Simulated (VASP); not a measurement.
Data:

```
CELL_PARAMETERS angstrom
      4.79076     0.00000     0.00000
      0.00000     4.79076     0.00000
      0.00000     0.00000     4.79076
ATOMIC_POSITIONS crystal
  Ho 0.00000 0.98956 0.00000
  Pb 0.00000 0.50000 0.50000
  Pb 0.50000 0.00000 0.50000
  Pb 0.50000 0.50000 0.00000
```

Method: PBEsol GGA, VASP's PBE PAW potentials (set 64) (plane waves; VASP). Settings: 480 eV cut-off, 6×6×6 Γ-centred mesh, first-order Methfessel-Paxton smearing of 0.10 eV, potentials Ho_3 Pb_d.

The 4f electrons are frozen in the core of the lanthanide potential, so 4f levels, which can set the real gap, and their magnetism are missing.

Problem. Give the force on each atom (eV/Å).

Solution. 
| atom | Fx | Fy | Fz |
|---|---|---|---|
| Ho1 | 0.000 | 0.194 | 0.000 |
| Pb2 | 0.000 | -0.102 | 0.000 |
| Pb3 | 0.000 | 0.010 | 0.000 |
| Pb4 | 0.000 | -0.102 | 0.000 |

Problem. Give the stress tensor in GPa (positive for a compressed cell).

Solution. 
```
-0.02   0.00   0.00
 0.00  -0.02   0.00
 0.00   0.00  -0.02
```
The pressure is its mean diagonal, -0.02 GPa.

The structure comes from a computed database's HoPb3 entry (Pm-3m); how it stands against other phases isn't given here. This cell was strained or had an atom moved on purpose. The electron count is odd and the run is not spin-polarised, which forces a metal.
